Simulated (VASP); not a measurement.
Given:

```
CELL_PARAMETERS angstrom
      0.00000     3.11409     3.11409
      3.11409     0.00000     3.11409
      3.11409     3.11409     0.00000
ATOMIC_POSITIONS crystal
  Ba 0.00000 0.00000 0.00000
  F  0.25000 0.25000 0.25000
  F  0.75000 0.75000 0.75000
```

Level of theory: rev-vdW-DF2, VASP's PBE PAW potentials (set 64) (plane waves; VASP). Run with 520 eV cut-off, 6×6×6 Γ-centred mesh, Gaussian smearing of 0.050 eV, potentials Ba_sv F.

Task: Predict the energy per atom (σ→0).

Result: 
The energy per atom (σ→0) is -4.044 eV/atom.

The absolute energy has meaning only against runs of the same code, potentials and settings.

The compound is BaF2 in the fluorite structure. It was relaxed first. The start is the result of an earlier pass.
